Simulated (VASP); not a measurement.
Data:

```xyz
3
Lattice="2.1583 -3.7383 0.0000 2.1583 3.7383 0.0000 0.0000 0.0000 4.9816" Properties=species:S:1:pos:R:3 pbc="T T T"
Se     2.6458    -2.8938     3.3211
Se     3.3415     0.0000     0.0000
Se     2.6458     2.8938     1.6605
```

Computed with PW91 GGA, VASP's PBE PAW potentials (set 64) (plane waves; VASP). Run with 520 eV cut-off, 6×6×5 Γ-centred mesh, Gaussian smearing of 0.050 eV, potentials Se.

Without a dispersion term in the relaxation, distances and binding between the weakly bound layers, chains or molecules are unreliable, and so is what depends on them.

Q: The ions and cell shape at fixed volume are relaxed. Which structure does the run end with?

A: 
```xyz
3
Lattice="2.1329 -3.6944 0.0000 2.1329 3.6944 0.0000 0.0000 0.0000 5.1008" Properties=species:S:1:pos:R:3 pbc="T T T"
Se     2.6334    -2.8275     3.4005
Se     3.2649     0.0000     0.0000
Se     2.6334     2.8275     1.7003
```
Space group P3_121 (152), at a tolerance of 0.03 Å.

Q: How much energy does the relaxation gain?

A: The energy (σ→0) changes by -14.3 meV/atom, in 6 ionic steps.

The compound is Se in the trig structure. This cell is one point of a volume scan, at 0.94 of the reference volume. Symmetry was kept, so distortions that lower it aren't found.
